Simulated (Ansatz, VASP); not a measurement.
# Two plane-wave programs on Mg3SeS2

File INCAR:

```
ALGO     = Normal         # electronic algorithm
EDIFF    = 1E-6           # SCF threshold, eV
EDIFFG   = -0.04          # ionic threshold
ENCUT    = 600            # plane-wave cutoff, eV
GGA      = PE             # functional
IBRION   = 2              # ionic algorithm
ISIF     = 3              # what is computed and relaxed
ISMEAR   = 0              # smearing method
LASPH    = T              # aspherical terms in the spheres
LCHARG   = F              # write CHGCAR
LREAL    = F              # projectors in reciprocal space
LWAVE    = F              # write WAVECAR
NELM     = 80             # most SCF steps
NSW      = 90             # ionic steps
PREC     = Accurate       # precision mode
SIGMA    = 0.1            # smearing width, eV
```

The input KPOINTS:

```
k-points
0
Gamma
  3 3 4
```

Contents of POSCAR:

```
Mg3SeS2
1.0
    6.2890393300      0.0000000000      0.0000000000
   -3.1445196700      5.4464678300      0.0000000000
    0.0000000000      0.0000000000      4.2261736500
Mg Se S
3 1 2
Direct
    0.5000000000      0.0000000000      0.0000000000
    0.0000000000      0.5000000000      0.0000000000
    0.5000000000      0.5000000000      0.0000000000
    0.0000000000      0.0000000000      0.5000000000
    0.3333333300      0.6666666700      0.0000000000
    0.6666666700      0.3333333300      0.0000000000
```

Input for Ansatz:

```yaml
crystal:
  lattice:
    - [6.28903933, 0.0, 0.0]
    - [-3.14451967, 5.44646783, 0.0]
    - [0.0, 0.0, 4.22617365]
  atoms:
    - { symbol: Mg, position: [0.5, 0.0, 0.0] }
    - { symbol: Mg, position: [0.0, 0.5, 0.0] }
    - { symbol: Mg, position: [0.5, 0.5, 0.0] }
    - { symbol: Se, position: [0.0, 0.0, 0.5] }
    - { symbol: S, position: [0.33333333, 0.66666667, 0.0] }
    - { symbol: S, position: [0.66666667, 0.33333333, 0.0] }
basis:
  ecutwfc: 420
kpoints:
  mp_grid: { grid: [3, 3, 4] }
hamiltonian:
  xc: pbe
scf:
  occupations: { method: gaussian, width: 0.1 }
  lower_state_search: "off"
output:
  forces: true
  stress: true
  eigenvalues: true
relax:
  adjacent_minimum: "off"
  f_tol: 0.04
  max_steps: 70
  cell: { stress_tol: 0.4 }
```

Alike in both runs: task relaxation of cell and atoms; functional PBE; k mesh 3 × 3 × 4; occupations gaussian, width 0.1 eV; no spin polarisation.

```csv
,VASP,Ansatz
version,VASP 6.6.1,Ansatz 0.2.0
potentials or method,"VASP PAW PBE potentials, release 64 (Mg, Se, S)","scalar-relativistic, plane waves, PAW"
plane-wave cutoff (eV),600,420
valence electrons in the cell,24,58
```

|  | VASP | Ansatz | Ansatz less VASP |
| --- | --- | --- | --- |
| gap on the k mesh at the Fermi level, each at its own relaxed structure (eV) | none | none | - |
| relaxed volume (Å³/atom) | 34.01 | 33.92 | -0.094 |
| relaxed cell length with the largest relative difference (Å) | 3.789 | 3.780 | -0.0093 |
| energy change over the relaxation (meV/atom) | -2022 | -1978 | +44.0 |

A gap of «none» marks a metal or a gap that the smearing closes. The two sets of potentials don't hold the same shells in valence.

Caveats: the k mesh is coarse (spacing up to 0.38 Å⁻¹), so the values aren't converged; the volume moved by over 15 % at a fixed basis, so the end points are rough (VASP).
